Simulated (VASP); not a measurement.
Runs of VASP 6.6.1 on Zr. It takes space group P6_3/mmc (No. 194, hexagonal). Conventional cell: a = 3.184 Å, b = 3.184 Å, c = 5.119 Å, α = 90.00°, β = 90.00°, γ = 120.00°. Zr (site symmetry -6m2) is surrounded by 12 Zr at 3.15 to 3.18 Å. 

| level | k mesh | cutoff (eV) | smearing | gap on the mesh (eV) | pressure (GPa) |
| --- | --- | --- | --- | --- | --- |
| PBEsol | 15 × 15 × 8 | 700 | gaussian 0.1 eV | none | 0.0 |
| r2SCAN | 15 × 15 × 8 | 520 | gaussian 0.1 eV | none | (a) |
| PBEsol | 15 × 15 × 8 | 900 | gaussian 0.1 eV | none | 0.0 |
| PBEsol | 24 × 24 × 12 | 520 | gaussian 0.1 eV | none | 0.0 |
| PBEsol | 15 × 15 × 8 | 520 | gaussian 0.5 eV | none | 0.4 |

Alike in all rows: task single point; potentials or basis VASP PAW PBE potentials, release 64 (Zr_sv); no spin polarisation; cell as given.

Q: Fill in the values left out.

A: (a) 4.5.

Caveats: the PAW data sets were made with another functional, which shifts forces and pressure a little.

A k mesh can miss the band edges, and the runs leave out spin-orbit coupling on Zr.

A gap of «none» marks a metal or a gap under the smearing width.
